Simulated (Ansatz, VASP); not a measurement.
# TaTeSe (1T-TaSeTe monolayer): VASP beside Ansatz

Wanted: the spread between two codes on one cell, functional and k mesh. The structure shown is the start of the Ansatz relaxation below; VASP solves that cell, so the two are compared at the walk's first step.

Program: Ansatz 0.2.0. Level of theory: plane waves, with VASP 6.6.1 beside it; single point at PBE. Results are calculated unless marked as measured.

### 1. The structure

The cell holds 3 atoms: 1 Te, 1 Ta and 1 Se. Its edges and angles: a = 3.828 Å, b = 3.828 Å, c = 30.921 Å, α = 90.0°, β = 90.0°, γ = 120.0°. Vacuum lies along c. The height across the vacuum is the one that the program set for its solve, not the one typed.

### 2. Ansatz: relaxation, PBE

Ansatz runs on its default PAW (the set named soft_2) files.

The two programs are compared at the cell with which this relaxation starts, whose forces are those of its first step.

input.yaml reads:

```yaml
crystal:
  lattice:
    - [3.827645, 0.0, 0.0]
    - [-1.9138225, 3.3148378067, 0.0]
    - [0.0, 0.0, 21.5605983637]
  atoms:
    - { symbol: Te, position: [0.6666666667, 0.3333333333, 0.4174281181] }
    - { symbol: Ta, position: [0.0, 0.0, 0.5066589698], spin: 1.0 }
    - { symbol: Se, position: [0.3333333333, 0.6666666667, 0.5825718819] }
  periodic: [true, true, false]
magnetization:
  spin_polarized: true
kpoints:
  mp_grid: { grid: [9, 9, 1] }
hamiltonian:
  xc: pbe
scf:
  occupations: { method: fermi_dirac, width: 0.05 }
relax:
  f_tol: 0.01
  max_steps: 90
  cell: {}
```

Launch:

```bash
> ansatz run input.yaml --threads 4 --pin off --max-ram 8192MiB --backend cpu --events-out ev --progress --plain --runs-dir out
```

Numbers of over 12 decimals in the logs are rounded to 6 here.

The program printed:

```text
Warning: crystal.periodic: the lattice vector that does not repeat stood 0.000° off the slab's normal, 21.561 Å along it as the deck builds it. The run solves the slab on a vector along the normal, 30.921 Å long, with every atom where it was (on the deck's vector they left 18.00 Å outside them, and the widest stretch free of ions among them is 1.92 Å). A fractional position that the run reports is one of the run's ce [...]
crystal.periodic: the lattice vector that does not repeat stood 0.000° off the slab's normal, 21.561 Å along it as the deck builds it. The run solves the slab on a vector along the normal, 30.921 Å long, with every atom where it was (on the deck's vector they left 18.00 Å outside them, and the widest stretch free of ions among them is 1.92 Å). A fractional position that the run reports is one of the run's cell, which [...]
Engine: ansatz 0.2.0, x86_64-unknown-linux-gnu
Pseudopotentials: kind: paw
Pseudopotential: Te, paw, valence charge 16, recommended cutoff 420 eV (normal), Te.paw.azcp
Pseudopotential: Ta, paw, valence charge 13, recommended cutoff 420 eV (normal), Ta.paw.azcp
Pseudopotential: Se, paw, valence charge 16, recommended cutoff 420 eV (normal), Se.paw.azcp
Functional definition: PBE
  parameter kappa = 0.804
  parameter beta = 0.066725
  exchange = pbe_x(kappa = kappa, mu = beta*pi^2/3)
  correlation = pbe_c(beta = beta)
Crystal: 3 atoms, lattice volume = 392.329 Å³
Basis set: ecut = 420 eV, 7675 PW (Γ), exchange–correlation on 54×54×432 points (8 copies of the dense FFT grid, shifted against one another)
Bands: 28, of which v1, the nominal top of the filled ones, is band 23 counted from 1 (22 counted from 0)
Symmetry: 6 space group operations
Space group: P3m1 (ITA 156), of the structure as read, at distance tolerance 7.3e-5 Å
Magnetic group: BNS 156.49 (UNI 1279), of the structure as read, at distance tolerance 7.3e-5 Å
k-points: 12 of 81 (time reversal used)
Non-local potential: Te, projectors of the file, l = 0: 2, l = 1: 2, l = 2: 2, l = 3: 2
Non-local potential: Ta, projectors of the file, l = 0: 3, l = 1: 2, l = 2: 2, l = 3: 1
Non-local potential: Se, projectors of the file, l = 0: 2, l = 1: 2, l = 2: 3, l = 3: 1
PAW form: soft (Blöchl's): semilocal exchange-correlation on the pseudo side does not see the compensation charge
PAW one-centre angular grid: Te, 590 points (default); XC on 64 Gauss nodes
PAW one-centre angular grid: Ta, 590 points (default); XC on 64 Gauss nodes
PAW one-centre angular grid: Se, 590 points (default); XC on 64 Gauss nodes
Initial density: superposition of atomic densities (neutral atoms: chi_scale 0, normalization atom)
Starting moments: Σ|m| = 1 μB on 1 of 3 sites
Initial wavefunctions: pseudopotential atomic-orbital guess
Functional: x = pbe(κ = 0.804, μ = 0.219515), c = pbe(β = 0.066725)
[...]
preconditioner: auto → LDOS  [metal: Δε(μ)=0.062 eV  Ē_g=8.010 eV  σ=0.050 eV  W_gap=0.28  n_scr=14 (ndim 8)  ℏωp=8.2 eV  f_vac=0.761  D(μ)=2.86/eV (n_scr^D=12)]
spin=Collinear: LDOS preconditioning applied to the charge; magnetization (m = ρ↑ − ρ↓) channel mixes plain (no charge-response kernel on spin).
SCF iter   2: F=—  HF=-22382.905432 eV  |F-HF|=—  |Δ(HF+E_count)|=   1.91e-4  Δρ=1.04e-4 (↑1.04e-4 ↓9.46e-5)  dr2=1.80e-4  dr2_m=5.13e-6  M=-0.010 μB ∫|m|=0.011 μB  β_m=0.49  ethr=2.68e-6  ⟨swp⟩=3.4  Hψ=1198  notcnv=0
SCF iter   3: F=—  HF=-22382.905445 eV  |F-HF|=—  |Δ(HF+E_count)|=   1.23e-5  Δρ=5.97e-5 (↑5.97e-5 ↓5.06e-5)  dr2=7.37e-5  dr2_m=2.82e-6  M=-0.008 μB ∫|m|=0.009 μB  β_m=0.70  ethr=3.99e-7  ⟨swp⟩=1.9  Hψ=813  notcnv=0
SCF iter   4: F=—  HF=-22382.905456 eV  |F-HF|=—  |Δ(HF+E_count)|=   1.11e-5  Δρ=2.06e-5 (↑1.91e-5 ↓2.06e-5)  dr2=1.57e-6  dr2_m=8.55e-7  M=-0.004 μB ∫|m|=0.005 μB  β_m=0.72  ethr=1.64e-7  ⟨swp⟩=3.1  Hψ=1023  notcnv=0
SCF iter   5: F=—  HF=-22382.905457 eV  |F-HF|=—  |Δ(HF+E_count)|=   1.56e-6  Δρ=1.20e-5 (↑1.08e-5 ↓1.20e-5)  dr2=4.47e-7  dr2_m=3.70e-7  M=-0.004 μB ∫|m|=0.004 μB  β_m=0.86  ethr=3.49e-9  ⟨swp⟩=3.9  Hψ=1584  notcnv=0
iter 6 did not close the SCF: its close was put off for a magnetic moment that had not settled (scf_convergence_deferred on its scf_iter line)
SCF iter   6: F=-22382.905458 eV  HF=-22382.905458 eV  |F-HF|=7.57e-8  |Δ(HF+E_count)|=   5.81e-7  Δρ=4.79e-6 (↑3.75e-6 ↓4.79e-6)  dr2=4.69e-8  dr2_m=5.01e-8  M=-0.002 μB ∫|m|=0.003 μB  β_m=0.93  ethr=6.67e-10  ⟨swp⟩=4.1  Hψ=3122  notcnv=0
iter 7 did not close the SCF: its close was put off for a magnetic moment that had not settled (scf_convergence_deferred on its scf_iter line)
SCF iter   7: F=-22382.905458 eV  HF=-22382.905458 eV  |F-HF|=2.65e-8  |Δ(HF+E_count)|=   2.36e-7  Δρ=2.99e-6 (↑2.99e-6 ↓2.02e-6)  dr2=6.82e-8  dr2_m=1.53e-8  M=-0.001 μB ∫|m|=0.001 μB  β_m=0.92  ethr=1.04e-10  ⟨swp⟩=3.0  Hψ=2766  notcnv=0
iter 8 did not close the SCF: its close was put off for a magnetic moment that had not settled (scf_convergence_deferred on its scf_iter line)
SCF iter   8: F=-22382.905458 eV  HF=-22382.905458 eV  |F-HF|=1.95e-8  |Δ(HF+E_count)|=   1.26e-7  Δρ=1.26e-6 (↑1.26e-6 ↓6.68e-7)  dr2=2.17e-8  dr2_m=1.04e-9  M=-0.000 μB ∫|m|=0.000 μB  β_m=0.90  ethr=1.04e-10  ⟨swp⟩=3.1  Hψ=2726  notcnv=0
[...]
Basis set: ecut = 420 eV, 6691 PW (Γ), exchange–correlation on 50×50×432 points (8 copies of the dense FFT grid, shifted against one another)
Initial wavefunctions: pseudopotential atomic-orbital guess (no wavefunctions were taken with the density)
iter 1 solved again at ethr=6.78e-7 eV; its pass at ethr=3.10e-3 eV (dr2=3.05e-4 eV) is discarded
SCF iter   1: F=—  HF=-22382.904187 eV  |F-HF|=—  |Δ(HF+E_count)|=         —  Δρ=2.40e-5 (↑2.40e-5 ↓2.40e-5)  dr2=9.92e-7  dr2_m=3.10e-11  M=-0.000 μB ∫|m|=0.000 μB  β_m=0.65  ethr=6.78e-7  ⟨swp⟩=6.8  Hψ=7073  notcnv=0
preconditioner: auto → LDOS  [metal: Δε(μ)=0.072 eV  Ē_g=8.021 eV  σ=0.050 eV  W_gap=0.32  n_scr=14 (ndim 8)  ℏωp=8.2 eV  f_vac=0.761  D(μ)=2.84/eV (n_scr^D=10)]
spin=Collinear: LDOS preconditioning applied to the charge; magnetization (m = ρ↑ − ρ↓) channel mixes plain (no charge-response kernel on spin).
SCF iter   2: F=—  HF=-22382.904271 eV  |F-HF|=—  |Δ(HF+E_count)|=   8.47e-5  Δρ=8.49e-6 (↑8.48e-6 ↓8.49e-6)  dr2=2.18e-7  dr2_m=2.05e-11  M=-0.000 μB ∫|m|=0.000 μB  β_m=0.51  ethr=2.20e-9  ⟨swp⟩=4.4  Hψ=1812  notcnv=0
SCF iter   3: F=—  HF=-22382.904272 eV  |F-HF|=—  |Δ(HF+E_count)|=   2.27e-7  Δρ=3.48e-6 (↑3.48e-6 ↓3.48e-6)  dr2=2.21e-8  dr2_m=1.38e-11  M=-0.000 μB ∫|m|=0.000 μB  β_m=0.59  ethr=4.83e-10  ⟨swp⟩=2.7  Hψ=1258  notcnv=0
SCF iter   4: F=—  HF=-22382.904272 eV  |F-HF|=—  |Δ(HF+E_count)|=   7.34e-8  Δρ=4.77e-7 (↑4.75e-7 ↓4.77e-7)  dr2=1.27e-9  dr2_m=8.63e-12  M=-0.000 μB ∫|m|=0.000 μB  β_m=0.66  ethr=4.92e-11  ⟨swp⟩=3.3  Hψ=1427  notcnv=0
SCF iter   5: F=—  HF=-22382.904272 eV  |F-HF|=—  |Δ(HF+E_count)|=   3.56e-9  Δρ=1.11e-7 (↑1.04e-7 ↓1.11e-7)  dr2=9.05e-11  dr2_m=5.28e-12  M=-0.000 μB ∫|m|=0.000 μB  β_m=0.67  ethr=2.82e-12  ⟨swp⟩=3.1  Hψ=1422  notcnv=0
SCF iter   6: F=—  HF=-22382.904272 eV  |F-HF|=—  |Δ(HF+E_count)|=  9.79e-10  Δρ=4.03e-8 (↑3.51e-8 ↓4.03e-8)  dr2=1.09e-11  dr2_m=3.19e-12  M=-0.000 μB ∫|m|=0.000 μB  β_m=0.70  ethr=1.00e-12  ⟨swp⟩=2.3  Hψ=982  notcnv=0
SCF iter   7: F=-22382.904272 eV  HF=-22382.904272 eV  |F-HF|=1.09e-11  |Δ(HF+E_count)|=  1.56e-10  Δρ=1.95e-8 (↑1.44e-8 ↓1.95e-8)  dr2=1.28e-12  dr2_m=7.90e-13  M=-0.000 μB ∫|m|=0.000 μB  ethr=1.00e-12  ⟨swp⟩=8.8  Hψ=4030  notcnv=0
the starting moments were not kept: the SCF closed with an absolute magnetisation of 1.0e-5 μB, where they sum to 1 μB in size (1 site). That is at most 0.1 of that sum. Measured as dr2_m measures the in/out step, that magnetisation stands 1.5e-11 eV from none, at or under the dr2_threshold of 1.6e-11 eV: it is no larger than a step whose dr2_m would equal this threshold.
SCF 6 converged in 7 iterations: F = -22382.904272 eV  dr2 = 1.28e-12
relax step   6: F+E_penalty+E_count = -22382.90427180 eV  Δ(F+E_penalty+E_count) = +1.187e-3 eV  max|allowed force component| = 5.706e-3 eV/Å  Δτ_max = 0.0000 Å  P = -0.047 N/m  Ω = 346.836 Å³  fix = [c, alpha, beta]  reactions: c -0.000 N/m  stress off target by 4.71e-2 N/m on what of the cell is left free  SCF on the basis re-selected at this cell (its energy is not comparable with the rows above)  (7 SCF iters)
basis re-selected at this cell: Δ(F+E_penalty+E_count) = +1.187e-3 eV, ΔP = -0.009 N/m vs the last step (what re-selecting the basis moved, of the pressure what is left beyond the Pulay correction that the steps carried, after the strain that the cell walked since its last selection, with what the two solves' SCF thresholds leave and, on support functions, any second-order correction that the steps lacked; it is no measure of the basis error at this ecutwfc). The dense FFT grid was sized anew with the basis: this SCF ran on 25×25×216 points, the steps before it on 27×27×216, so part of this shift can come from that change (see relax.cell in the input reference). [rest of the remark cut]
SCF converged after 7 iterations
Magnetization: -0.0000 μB (22.5000 up, 22.5000 down)
Absolute magnetization: 0.0000 μB (∫|ρ↑−ρ↓|, with the PAW one-centre terms)
Spin contamination: 0.0000 ħ² per cell (⟨S²⟩ above its minimum at these occupations)
Per-site moments (μB) at R_I (Å): [(1.7267485415874515e-7, 1.160972), (-5.493553899130201e-6, 1.076289), (-2.2392364448264315e-7, 1.076289)]
Free energy (F): -22382.904272 eV
Harris-Foulkes:  -22382.904272 eV  (|F-HF|=1.09e-11)
Internal energy: -22382.881845 eV  (E = F + TS)
E sigma→0 (E₀):  -22382.893059 eV
Entropy (-TS):   -0.022426 eV (-7.475 meV/atom)
Fermi energy:    -4.475729 eV
--- Per-component energies (eV) ---
  E_band       = -1486.895816
  E_kinetic    = 664.220353
  E_local      = -101362.449029  (includes V_loc(G=0)·N_el)
  E_nonlocal   = -891.771547
  E_hartree    = 50391.726185
  E_xc         = -446.726991
  E_vxc        = -406.042773  (∫ρ·V_xc dr)
  E_paw        = -14970.376600  (= ΣΔE_a)
  E_vpaw       = -274.304578  (= ΣTr[D̂ρ^β])
  E_aug_tail   = -0.000618  (compensation charges beyond the density's cutoff)
  E_ewald      = 44232.496401
  E_smearing   = -0.022426  (= −TS)
  E_closure    = 0.000000  (closes the sum)
  Σ components = -22382.904272   (vs F -22382.904272, Δ=0.00e0)
--- Forces (eV/Å), atoms counted from 1 ---
  atom   1  Te    -0.00000000    -0.00000000     0.00563799
  atom   2  Ta     0.00000000     0.00000000    -0.00570565
  atom   3  Se     0.00000000     0.00000000     0.00006782
  max |Σ_I F_I| component: 1.52e-7 eV/Å
--- 2D stress c σ (N/m, compression-positive) ---
       -0.047104       0.000000       0.000000
        0.000000      -0.047104       0.000000
        0.000000       0.000000      -0.000000
  P = ½ c Tr σ = -0.0471 N/m
--- Relaxed structure (5 steps of the walk, 5 accepted, 1 SCFs on fresh bases) ---
  F+E_penalty+E_count = -22382.90427180 eV   max|allowed force component| = 5.706e-3 eV/Å   (the final SCF, on the basis selected at the relaxed cell)
  cell:  # Å, volume = 346.8362 Å³
    - [3.598892, 0.0, 0]
    - [-1.799446, 3.116732, 0]
    - [0, 0, 30.921197]
  atoms:
    - { symbol: Te, position: [0.666667, 0.333333, 0.292243] }
    - { symbol: Ta, position: [3.203101235752051e-19, 0, 0.353638] }
    - { symbol: Se, position: [0.333333, 0.666667, 0.404675] }
```

(Continued in part 2 of 2.)

[Lines on the potential files, build, host, timing and source positions are cut from VASP's logs without a mark.]

[Logs are printed without paths, hosts, clocks, repeated set-up lines and the standing remarks that a program may print on its own settings, such as how far it seeks lower states.]

[Hosts, paths, dates, database ids (printed as entryN), source tags and the programs' standing remarks are cut or masked in the printed files.]
